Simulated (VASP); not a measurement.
# GaN: the band gap up a ladder of functionals, part 6 of 8

How far up the ladder of functionals must one climb to get the gap of GaN right? LASPH is on for some levels and off for others; the table marks which. The start is a cell from a database of measured crystal structures.

VASP 6.6.1, plane waves and PAW; the level of theory is named at each step.

So far, least gap on mesh and path (eV): step 2 (bands, level LDA, k 5×5×3) 1.98; step 6 (bands, level SCAN, k 5×5×3) 2.27; step 7 (bands, level LAK, k 5×5×3) 2.79; step 9 (bands, level HSE06, k 5×5×3) 3.28; step 10 (bands, level B3LYP, k 5×5×3) 3.67.

The database entry behind the starting cell differs from later determinations by our own check (about 0.3 % short, ideal inner coordinate), so it need not match the best structure at ambient conditions.

## 11. Dielectric constant for the exchange share

This step: PBE; plane waves and PAW (Ga_d, N) (VASP 6.6.1).

The share of exact exchange of the next level is the inverse of the dielectric constant, which this PBE response run supplies.

Contents of INCAR:

```
SYSTEM = GaN
PREC = Accurate
ENCUT = 520
EDIFF = 1E-08
NELM = 100
ISMEAR = 0
SIGMA = 0.01
LREAL = .FALSE.
ALGO = Normal
GGA = PE
NBANDS = 24
LORBIT = 11
LWAVE = .FALSE.
LCHARG = .FALSE.
KPAR = 8
LEPSILON = .TRUE.
```

Contents of POSCAR:

```
GaN
1.0
    3.1800000000      0.0000000000      0.0000000000
   -1.5900000000      2.7539607840      0.0000000000
    0.0000000000      0.0000000000      5.1660000000
Ga N
2 2
Direct
    0.3333333333      0.6666666667      0.0000000000
    0.6666666667      0.3333333333      0.5000000000
    0.3333333333      0.6666666667      0.3750000000
    0.6666666667      0.3333333333      0.8750000000
```

Contents of KPOINTS:

```
Automatic mesh
0
Gamma
9 9 5
0 0 0
```

PAW data sets: Ga_d and N (PBE family, release 64).

On the command line:

```
> mpirun -np 8 vasp_std
```

Numbers of over 12 decimals in the logs are rounded to 6 here.

The program printed:

```text
[... set-up lines as in an earlier step ...]
 entering main loop
       N       E                     dE             d eps       ncg     rms          rms(c)
DAV:   1     0.267797521049E+03    0.26780E+03   -0.18222E+04  1904   0.279E+03
DAV:   2     0.403294642567E+01   -0.26376E+03   -0.25207E+03  1896   0.511E+02
DAV:   3    -0.273722315552E+02   -0.31405E+02   -0.31120E+02  2040   0.142E+02
DAV:   4    -0.283223063989E+02   -0.95007E+00   -0.94869E+00  2304   0.279E+01
DAV:   5    -0.283357724008E+02   -0.13466E-01   -0.13463E-01  2040   0.292E+00    0.110E+01
DAV:   6    -0.241797298177E+02    0.41560E+01   -0.12629E+01  2960   0.534E+01    0.306E+00
DAV:   7    -0.242971843589E+02   -0.11745E+00   -0.16321E+00  1840   0.100E+01    0.273E+00
DAV:   8    -0.242932304292E+02    0.39539E-02   -0.18499E-01  2704   0.654E+00    0.747E-01
DAV:   9    -0.242768085916E+02    0.16422E-01   -0.73702E-02  3016   0.462E+00    0.329E-01
DAV:  10    -0.242775911570E+02   -0.78257E-03   -0.41519E-03  1880   0.616E-01    0.112E-01
DAV:  11    -0.242774944292E+02    0.96728E-04   -0.11742E-03  2600   0.607E-01    0.283E-02
DAV:  12    -0.242775059768E+02   -0.11548E-04   -0.12405E-04  1888   0.827E-02    0.173E-02
DAV:  13    -0.242775064491E+02   -0.47236E-06   -0.35816E-05  2816   0.905E-02    0.142E-02
DAV:  14    -0.242775063992E+02    0.49901E-07   -0.55833E-06  2376   0.246E-02    0.545E-03
DAV:  15    -0.242775063929E+02    0.63510E-08   -0.49725E-07  2328   0.467E-03    0.279E-03
DAV:  16    -0.242775063784E+02    0.14496E-07   -0.35354E-08  2016   0.200E-03    0.157E-03
DAV:  17    -0.242775063952E+02   -0.16783E-07   -0.35713E-08  1968   0.157E-03    0.194E-04
DAV:  18    -0.242775063971E+02   -0.19609E-08   -0.88279E-09  1240   0.755E-04
   1 F= -.24277506E+02 E0= -.24277506E+02  d E =-.231208E-45
 Linear response reoptimize wavefunctions to high precision
DAV:   1    -0.242775063944E+02    0.27503E-08   -0.53205E-10  1120   0.488E-04
DAV:   2    -0.242775063943E+02    0.55479E-10   -0.33741E-10   952   0.147E-04
 Linear response G [H, r] |phi>, progress :
  Direction:   1
       N       E                     dE             d eps       ncg     rms
RMM:   1    -0.894431844832E+02   -0.89443E+02    0.10873E+02  2106   0.342E+02
 LRF_COMMUTATOR internal error: the vector H(1)-e(1) S(1) |phi(0)> is not orthog
 onal to |phi(0)> (1.012332469570998E-004,1.314920394790420E-015)
 LRF_COMMUTATOR internal error: the vector H(1)-e(1) S(1) |phi(0)> is not orthog
 onal to |phi(0)> (-1.012329122040967E-004,2.515349040166370E-015)
RMM:   2    -0.858722130747E+02    0.35710E+01   -0.26077E+02  3159   0.841E+01
 LRF_COMMUTATOR internal error: the vector H(1)-e(1) S(1) |phi(0)> is not orthog
 onal to |phi(0)> (1.012332469632060E-004,1.238592561847440E-015)
 LRF_COMMUTATOR internal error: the vector H(1)-e(1) S(1) |phi(0)> is not orthog
 onal to |phi(0)> (-1.012329122050265E-004,-1.821459649775647E-015)
RMM:   3    -0.885901681387E+02   -0.27180E+01   -0.20840E+01  3491   0.274E+01
RMM:   4    -0.886992007975E+02   -0.10903E+00   -0.13962E+00  3586   0.649E+00
RMM:   5    -0.887202571515E+02   -0.21056E-01   -0.50922E-02  3635   0.180E+00
RMM:   6    -0.887272100275E+02   -0.69529E-02    0.31327E-03  3637   0.616E-01
RMM:   7    -0.887290991497E+02   -0.18891E-02    0.20774E-03  3684   0.219E-01
RMM:   8    -0.887294431659E+02   -0.34402E-03    0.13198E-03  3698   0.865E-02
RMM:   9    -0.887295661901E+02   -0.12302E-03    0.52736E-04  3747   0.344E-02
RMM:  10    -0.887296627061E+02   -0.96516E-04   -0.35862E-04  3703   0.146E-02
RMM:  11    -0.887296205225E+02    0.42184E-04    0.80206E-05  3650   0.651E-03
RMM:  12    -0.887296007097E+02    0.19813E-04    0.28116E-04  3466   0.329E-03
RMM:  13    -0.887296105028E+02   -0.97931E-05    0.18294E-04  3298   0.197E-03
RMM:  14    -0.887296084847E+02    0.20180E-05    0.20489E-04  2996   0.139E-03
RMM:  15    -0.887296159694E+02   -0.74847E-05    0.11534E-04  2605   0.115E-03
RMM:  16    -0.887296095671E+02    0.64023E-05    0.19995E-04  2386   0.106E-03
RMM:  17    -0.887296163281E+02   -0.67609E-05    0.17274E-04  2173   0.103E-03
RMM:  18    -0.887296092215E+02    0.71066E-05    0.25314E-04  2053   0.103E-03
RMM:  19    -0.887296162231E+02   -0.70017E-05    0.18864E-04  1966   0.101E-03
 Linear response G [H, r] |phi>, progress :
  Direction:   2
       N       E                     dE             d eps       ncg     rms
RMM:   1    -0.867534976355E+02   -0.86753E+02    0.40504E+01  2124   0.333E+02
 LRF_COMMUTATOR internal error: the vector H(1)-e(1) S(1) |phi(0)> is not orthog
 onal to |phi(0)> (1.012337228082361E-004,-1.935951399190117E-015)
 LRF_COMMUTATOR internal error: the vector H(1)-e(1) S(1) |phi(0)> is not orthog
 onal to |phi(0)> (-1.012331423290574E-004,2.456368441983159E-015)
RMM:   2    -0.960460341260E+02   -0.92925E+01   -0.24021E+02  3181   0.823E+01
 LRF_COMMUTATOR internal error: the vector H(1)-e(1) S(1) |phi(0)> is not orthog
 onal to |phi(0)> (1.012337228040172E-004,-2.171873791922962E-015)
 LRF_COMMUTATOR internal error: the vector H(1)-e(1) S(1) |phi(0)> is not orthog
 onal to |phi(0)> (-1.012331423298346E-004,-3.191891195797325E-016)
RMM:   3    -0.987411295098E+02   -0.26951E+01   -0.20116E+01  3505   0.271E+01
RMM:   5    -0.989178560008E+02   -0.17851E-01   -0.66959E-02  3641   0.184E+00
RMM:   6    -0.989232652971E+02   -0.54093E-02    0.26822E-02  3623   0.639E-01
RMM:   7    -0.989280514419E+02   -0.47861E-02    0.12319E-03  3695   0.225E-01
RMM:   8    -0.989280435478E+02    0.78941E-05    0.48476E-03  3680   0.864E-02
RMM:   9    -0.989286385066E+02   -0.59496E-03   -0.53398E-04  3760   0.344E-02
RMM:  10    -0.989286193749E+02    0.19132E-04   -0.23342E-04  3651   0.140E-02
RMM:  11    -0.989286004325E+02    0.18942E-04   -0.22884E-05  3647   0.617E-03
RMM:  12    -0.989285951011E+02    0.53314E-05    0.34179E-05  3426   0.319E-03
RMM:  13    -0.989285977737E+02   -0.26726E-05    0.81599E-06  3266   0.189E-03
RMM:  14    -0.989285941452E+02    0.36285E-05    0.44534E-05  2860   0.138E-03
RMM:  15    -0.989285952157E+02   -0.10705E-05    0.33944E-05  2509   0.117E-03
RMM:  16    -0.989285847016E+02    0.10514E-04    0.13899E-04  2314   0.110E-03
RMM:  17    -0.989285956181E+02   -0.10916E-04    0.31025E-05  2121   0.107E-03
RMM:  18    -0.989285839002E+02    0.11718E-04    0.14881E-04  2006   0.107E-03
 Linear response G [H, r] |phi>, progress :
  Direction:   3
       N       E                     dE             d eps       ncg     rms
 LRF_COMMUTATOR internal error: the vector H(1)-e(1) S(1) |phi(0)> is not orthog
 onal to |phi(0)> (1.103533080304975E-004,4.048844592929868E-015)
 LRF_COMMUTATOR internal error: the vector H(1)-e(1) S(1) |phi(0)> is not orthog
[...]
RMM:  18    -0.937716544198E+02   -0.28388E-06    0.14590E-06  1813   0.968E-04
 Linear response to external field (no local field effect), progress :
  Direction:   1
       N       E                     dE             d eps       ncg     rms          rms(c)
RMM:   1    -0.997283122486E-01   -0.99728E-01    0.26015E+00  1888   0.895E+00
RMM:   2    -0.488946911895E+00   -0.38922E+00   -0.21535E-01  3354   0.226E+00
RMM:   3    -0.505172858816E+00   -0.16226E-01   -0.41898E-02  3477   0.658E-01
RMM:   4    -0.505905702031E+00   -0.73284E-03   -0.23141E-03  3535   0.186E-01
RMM:   5    -0.505988386298E+00   -0.82684E-04   -0.27538E-04  3515   0.522E-02
RMM:   6    -0.505994836014E+00   -0.64497E-05   -0.41874E-05  3564   0.190E-02
RMM:   7    -0.505997239353E+00   -0.24033E-05   -0.90260E-06  3573   0.675E-03
RMM:   8    -0.505997288421E+00   -0.49068E-07   -0.58883E-07  3393   0.280E-03
RMM:   9    -0.505997451339E+00   -0.16292E-06   -0.47717E-07  3045   0.110E-03
RMM:  10    -0.505997436326E+00    0.15013E-07    0.12316E-07  2704   0.481E-04
RMM:  11    -0.505997454038E+00   -0.17712E-07    0.47076E-09  2348   0.215E-04
RMM:  12    -0.505997451256E+00    0.27816E-08    0.50517E-08  1642   0.125E-04
 change of polarisation eV/A/(eV/A) component  1 :     1.012    -0.411    -0.127
 dielectric tensor                  component  1 :     5.048    -1.645    -0.506
 Linear response to external field (no local field effect), progress :
  Direction:   2
       N       E                     dE             d eps       ncg     rms          rms(c)
RMM:   1    -0.945524406679E-01   -0.94552E-01    0.41062E+00  1886   0.999E+00
RMM:   2    -0.699850058748E+00   -0.60530E+00   -0.20033E-01  3344   0.232E+00
RMM:   3    -0.718846697133E+00   -0.18997E-01   -0.48917E-02  3506   0.666E-01
RMM:   4    -0.719799740930E+00   -0.95304E-03   -0.28871E-03  3532   0.182E-01
RMM:   5    -0.719872101036E+00   -0.72360E-04   -0.28118E-04  3519   0.527E-02
RMM:   6    -0.719880039485E+00   -0.79384E-05   -0.59394E-05  3582   0.188E-02
RMM:   7    -0.719882547847E+00   -0.25084E-05   -0.12346E-05  3553   0.700E-03
RMM:   8    -0.719882586778E+00   -0.38931E-07   -0.15582E-06  3389   0.276E-03
RMM:   9    -0.719882784074E+00   -0.19730E-06   -0.65339E-07  3013   0.109E-03
RMM:  10    -0.719882744572E+00    0.39502E-07    0.16956E-07  2715   0.470E-04
RMM:  11    -0.719882773853E+00   -0.29281E-07   -0.21075E-08  2367   0.194E-04
RMM:  12    -0.719882767736E+00    0.61170E-08    0.57093E-08  1657   0.107E-04
 change of polarisation eV/A/(eV/A) component  2 :    -0.411     1.440    -0.101
 dielectric tensor                  component  2 :    -1.645     6.759    -0.405
 Linear response to external field (no local field effect), progress :
  Direction:   3
       N       E                     dE             d eps       ncg     rms          rms(c)
RMM:   1    -0.121823263952E+00   -0.12182E+00    0.32289E+00  1914   0.928E+00
RMM:   2    -0.614819560679E+00   -0.49300E+00   -0.10223E-01  3303   0.206E+00
RMM:   3    -0.626995428309E+00   -0.12176E-01   -0.25441E-02  3443   0.601E-01
RMM:   4    -0.627578312077E+00   -0.58288E-03   -0.16695E-03  3481   0.160E-01
RMM:   5    -0.627610191724E+00   -0.31880E-04   -0.13849E-04  3517   0.473E-02
RMM:   6    -0.627613949232E+00   -0.37575E-05   -0.26539E-05  3523   0.159E-02
RMM:   7    -0.627614680485E+00   -0.73125E-06   -0.44502E-06  3518   0.596E-03
RMM:   8    -0.627614760647E+00   -0.80162E-07   -0.64617E-07  3266   0.218E-03
RMM:   9    -0.627614791342E+00   -0.30696E-07   -0.23717E-07  2774   0.876E-04
RMM:  10    -0.627614793567E+00   -0.22244E-08   -0.74833E-08  2414   0.367E-04
 change of polarisation eV/A/(eV/A) component  3 :    -0.127    -0.101     1.255
 dielectric tensor                  component  3 :    -0.506    -0.405     6.021
 Linear response to external field, progress :
  Direction:   1
       N       E                     dE             d eps       ncg     rms          rms(c)
RMM:   1    -0.965206095988E-01   -0.96521E-01    0.33600E+00  6024   0.940E+00
RMM:   2    -0.594460808431E+00   -0.49794E+00   -0.20026E-01 10703   0.226E+00    0.119E+00
RMM:   3    -0.605945480722E+00   -0.11485E-01   -0.40074E-02 10722   0.858E-01    0.706E-01
RMM:   4    -0.637920200040E+00   -0.31975E-01   -0.12170E-02 10816   0.780E-01    0.611E-02
RMM:   5    -0.638328330320E+00   -0.40813E-03   -0.88097E-04 11170   0.183E-01    0.431E-02
RMM:   6    -0.639759615585E+00   -0.14313E-02   -0.13874E-04 10863   0.694E-02    0.113E-02
RMM:   7    -0.640155513172E+00   -0.39590E-03   -0.27794E-05 11203   0.212E-02    0.314E-03
RMM:   8    -0.640251992898E+00   -0.96480E-04   -0.22901E-07 11121   0.877E-03    0.612E-04
RMM:   9    -0.640274575730E+00   -0.22583E-04   -0.62094E-07 11469   0.253E-03    0.319E-04
RMM:  10    -0.640268604170E+00    0.59716E-05    0.87677E-07 11234   0.105E-03    0.961E-05
RMM:  11    -0.640269329578E+00   -0.72541E-06    0.25940E-07 10528   0.384E-04    0.250E-05
RMM:  12    -0.640270134497E+00   -0.80492E-06    0.54660E-07  9311   0.165E-04    0.736E-06
 change of polarisation eV/A/(eV/A) component  1 :     1.188    -0.071     0.000
 dielectric tensor                  component  1 :     5.753    -0.282     0.000
 Linear response to external field, progress :
  Direction:   2
       N       E                     dE             d eps       ncg     rms          rms(c)
RMM:   1    -0.977052468441E-01   -0.97705E-01    0.33482E+00  6049   0.930E+00
RMM:   2    -0.595615481223E+00   -0.49791E+00   -0.19333E-01 10732   0.222E+00    0.119E+00
RMM:   3    -0.605991912391E+00   -0.10376E-01   -0.38864E-02 10811   0.848E-01    0.707E-01
RMM:   4    -0.638092846974E+00   -0.32101E-01   -0.11648E-02 10783   0.780E-01    0.630E-02
RMM:   5    -0.638362148076E+00   -0.26930E-03   -0.77339E-04 11224   0.188E-01    0.450E-02
RMM:   6    -0.639536566046E+00   -0.11744E-02   -0.12212E-04 10937   0.684E-02    0.109E-02
RMM:   7    -0.640098897460E+00   -0.56233E-03   -0.36006E-05 11040   0.215E-02    0.413E-03
RMM:   8    -0.640242624748E+00   -0.14373E-03   -0.11586E-06 11074   0.933E-03    0.521E-04
RMM:   9    -0.640277505098E+00   -0.34880E-04    0.11680E-06 11383   0.297E-03    0.348E-04
RMM:  10    -0.640270135701E+00    0.73694E-05    0.15685E-06 10688   0.114E-03    0.108E-04
RMM:  11    -0.640269463529E+00    0.67217E-06    0.27648E-07 10912   0.427E-04    0.426E-05
RMM:  12    -0.640270334204E+00   -0.87068E-06    0.26477E-07 10292   0.188E-04    0.157E-05
RMM:  13    -0.640270775618E+00   -0.44141E-06   -0.88579E-08  5730   0.881E-05    0.494E-06
 change of polarisation eV/A/(eV/A) component  2 :    -0.201     1.188    -0.000
 dielectric tensor                  component  2 :    -0.802     5.753    -0.000
 Linear response to external field, progress :
  Direction:   3
       N       E                     dE             d eps       ncg     rms          rms(c)
RMM:   1    -0.121823263952E+00   -0.12182E+00    0.32289E+00  1914   0.928E+00
RMM:   2    -0.614819560771E+00   -0.49300E+00   -0.10223E-01  3303   0.206E+00    0.120E+00
RMM:   3    -0.622181223064E+00   -0.73617E-02   -0.24977E-02  3309   0.810E-01    0.704E-01
RMM:   4    -0.653244774382E+00   -0.31064E-01   -0.95241E-03  3363   0.703E-01    0.573E-02
RMM:   5    -0.654887566356E+00   -0.16428E-02   -0.75216E-04  3477   0.172E-01    0.344E-02
RMM:   6    -0.655990720623E+00   -0.11032E-02   -0.81464E-05  3330   0.516E-02    0.442E-03
RMM:   7    -0.656336739481E+00   -0.34602E-03   -0.42876E-06  3451   0.159E-02    0.281E-03
RMM:   8    -0.656333947022E+00    0.27925E-05   -0.45882E-06  3337   0.493E-03    0.551E-04
RMM:   9    -0.656351712313E+00   -0.17765E-04   -0.69531E-07  3481   0.183E-03    0.154E-04
RMM:  10    -0.656347506649E+00    0.42057E-05   -0.12998E-07  3314   0.756E-04    0.667E-05
RMM:  11    -0.656349527822E+00   -0.20212E-05   -0.15254E-07  3312   0.279E-04    0.217E-05
RMM:  12    -0.656349894969E+00   -0.36715E-06   -0.48528E-08  2474   0.123E-04    0.685E-06
 change of polarisation eV/A/(eV/A) component  3 :    -0.126    -0.101     1.222
 dielectric tensor                  component  3 :    -0.503    -0.402     5.888
 Born effective charges drift removed
```

Run time: 39 s. Hardware: 8 MPI ranks of Intel Xeon 6975P-C (Granite Rapids), shared host; peak memory 3.4 GiB.

Parts of OUTCAR (step 11):

```text
   k-points           NKPTS =     36   k-points in BZ     NKDIM =     36   number of bands    NBANDS=     24

   NELECT =      36.0000    total number of electrons

  Total        1.8500950      1.8500950      2.4675109      0.0000000      0.0000000     -0.0000000
  in kB       65.5187112     65.5187112     87.3836913      0.0000000      0.0000000     -0.0000000
  external PRESSURE =      72.8070379 kB  Pullay stress =       0.0000000 kB

 POSITION                                       TOTAL-FORCE (eV/Angst)
 -----------------------------------------------------------------------------------
     -0.00000      1.83597      0.00000        -0.000000     -0.000000     -0.134671
      1.59000      0.91799      2.58300        -0.000000      0.000000     -0.134671
     -0.00000      1.83597      1.93725         0.000000     -0.000000      0.134671
      1.59000      0.91799      4.52025        -0.000000      0.000000      0.134671
 -----------------------------------------------------------------------------------
    total drift:                               -0.000001     -0.000001     -0.000252

 MACROSCOPIC STATIC DIELECTRIC TENSOR (including local field effects in DFT)
 ------------------------------------------------------
           5.753309    -0.000000     0.000000
           0.000000     5.753309    -0.000000
           0.000000     0.000000     5.887733
 ------------------------------------------------------

 PIEZOELECTRIC TENSOR (including local field effects)  for field in x, y, z        (C/m^2)
          XX          YY          ZZ          XY          YZ          ZX
  --------------------------------------------------------------------------------
  x     0.00000    -0.00000     0.00000     0.00000     0.00000     0.56019
  y     0.00000     0.00000     0.00000     0.00000     0.56020     0.00000
  z     0.50538     0.50538    -1.01056     0.00000     0.00000     0.00000

 BORN EFFECTIVE CHARGES (including local field effects) (in |e|, cummulative output)
 ---------------------------------------------------------------------------------
 ion    1
    1     2.61470     0.00000     0.00000
    2     0.00000     2.61470     0.00000
    3     0.00000     0.00000     2.74463
 ion    2
    1     2.61470     0.00000     0.00000
    2     0.00000     2.61470    -0.00000
    3     0.00000     0.00000     2.74463
 ion    3
    1    -2.61470     0.00000     0.00000
    2    -0.00000    -2.61470     0.00000
    3     0.00000     0.00000    -2.74463
 ion    4
    1    -2.61470    -0.00000     0.00000
    2     0.00000    -2.61470     0.00000
    3     0.00000    -0.00000    -2.74463

[... 7 parts as in an earlier step ...]

[... 3 further parts left out ...]
```

Energies printed during the response cycles are not total energies of the cell. The dielectric response converges more slowly with the mesh than energies do, so tensor and charges may still move on a finer one.

Numbers from this step:

| Property | Result |
| --- | --- |
| irreducible k-points | 36 |
| Fermi energy | 5.529 eV |
| pressure | 7.281 GPa |
| gap on the k-mesh | 1.971 eV |
| least direct gap on the k-mesh | 1.971 eV |

Electronic dielectric tensor with local fields:

```
5.75 0.00 0.00
0.00 5.75 0.00
0.00 0.00 5.89
```

Born effective charge (e), principal values of the symmetric part by kind of site:

```tsv
atom	atoms with these values	low	middle	high	mean
Ga1	2	2.61	2.61	2.74	2.66
N3	2	-2.74	-2.61	-2.61	-2.66
```

In full for Ga1:

```
2.61 0.00 0.00
0.00 2.61 0.00
0.00 0.00 2.74
```

Piezoelectric tensor with clamped ions (C/m²), by row:

```tsv
field	xx	yy	zz	xy	yz	zx
x	0	0	0	0	0	0.5602
y	0	0	0	0	0.5602	0
z	0.5054	0.5054	-1.011	0	0	0
```

Force by atom:

```tsv
atom	x (eV/Å)	y (eV/Å)	z (eV/Å)	size
Ga1	0.000	0.000	-0.135	0.135
Ga2	0.000	0.000	-0.135	0.135
N3	0.000	0.000	0.135	0.135
N4	0.000	0.000	0.135	0.135
```

The Born charges sum to zero; the printed set may have that rule imposed, so this is no test.

(Continued in part 7 of 8.)

[Lines on the potential files, build, host, timing and source positions are cut from VASP's logs without a mark.]

[Logs are printed without paths, hosts, clocks, repeated set-up lines and the standing remarks that a program may print on its own settings, such as how far it seeks lower states.]

[Hosts, paths, dates, database ids (printed as entryN), source tags and the programs' standing remarks are cut or masked in the printed files.]

[A measured line is paired with the nearest computed mode of its activity, which favours agreement.]
